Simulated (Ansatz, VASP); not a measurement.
Al3Sn2H3 in VASP and in Ansatz

INCAR

```
PREC = Accurate ; ENCUT = 600
EDIFF = 1E-6 ; ISMEAR = 0
SIGMA = 0.1 ; LREAL = False
LASPH = True ; NELM = 60
ALGO = Normal ; ISIF = 3
LWAVE = False ; LCHARG = False
GGA = PE ; IBRION = 2
NSW = 90 ; EDIFFG = -0.04
```

The input KPOINTS:

```
Automatic mesh
0
Gamma
  4 4 4
```

POSCAR

```
Al3Sn2H3
1.0
    5.0357886400      0.0000000000      0.0000000000
    0.0000000000      5.0357886400      0.0000000000
    0.0000000000      0.0000000000      5.0357886400
Al Sn H
3 2 3
Direct
    0.5000000000      0.0000000000      0.0000000000
    0.0000000000      0.5000000000      0.0000000000
    0.0000000000      0.0000000000      0.5000000000
    0.5000000000      0.5000000000      0.5000000000
    0.0000000000      0.0000000000      0.0000000000
    0.0000000000      0.5000000000      0.5000000000
    0.5000000000      0.0000000000      0.5000000000
    0.5000000000      0.5000000000      0.0000000000
```

Input for Ansatz:

```yaml
crystal:
  lattice:
    - [5.03578864, 0.0, 0.0]
    - [0.0, 5.03578864, 0.0]
    - [0.0, 0.0, 5.03578864]
  atoms:
    - { symbol: Al, position: [0.5, 0.0, 0.0] }
    - { symbol: Al, position: [0.0, 0.5, 0.0] }
    - { symbol: Al, position: [0.0, 0.0, 0.5] }
    - { symbol: Sn, position: [0.5, 0.5, 0.5] }
    - { symbol: Sn, position: [0.0, 0.0, 0.0] }
    - { symbol: H, position: [0.0, 0.5, 0.5] }
    - { symbol: H, position: [0.5, 0.0, 0.5] }
    - { symbol: H, position: [0.5, 0.5, 0.0] }
basis:
  ecutwfc: 420
kpoints:
  mp_grid: { grid: [4, 4, 4] }
hamiltonian:
  xc: pbe
scf:
  occupations: { method: gaussian, width: 0.1 }
  lower_state_search: "off"
output:
  forces: true
  stress: true
  eigenvalues: true
relax:
  adjacent_minimum: "off"
  f_tol: 0.04
  max_steps: 70
  cell: { stress_tol: 0.4 }
```

Alike in both runs: task relaxation of cell and atoms; functional PBE; k mesh 4 × 4 × 4; occupations gaussian, width 0.1 eV; no spin polarisation.

|  | VASP | Ansatz |
| --- | --- | --- |
| version | VASP 6.6.1 | Ansatz 0.2.0 |
| potentials or method | VASP PAW PBE potentials, release 64 (Al, Sn_d, H) | scalar-relativistic, plane waves, PAW |
| plane-wave cutoff (eV) | 600 | 420 |
| valence electrons in the cell | 40 | 40 |

Ansatz gave:

* gap on the k mesh at the Fermi level, each at its own relaxed structure (eV): none
* relaxed volume (Å³/atom): 17.93
* relaxed cell length with the largest relative difference (Å): 5.235
* energy change over the relaxation (meV/atom): -36

Question: Estimate VASP's values.

Answer: gap on the k mesh at the Fermi level, each at its own relaxed structure (eV): none; relaxed volume (Å³/atom): 17.83; relaxed cell length with the largest relative difference (Å): 5.225; energy change over the relaxation (meV/atom): -35.

A gap of «none» marks a metal or a gap that the smearing closes.
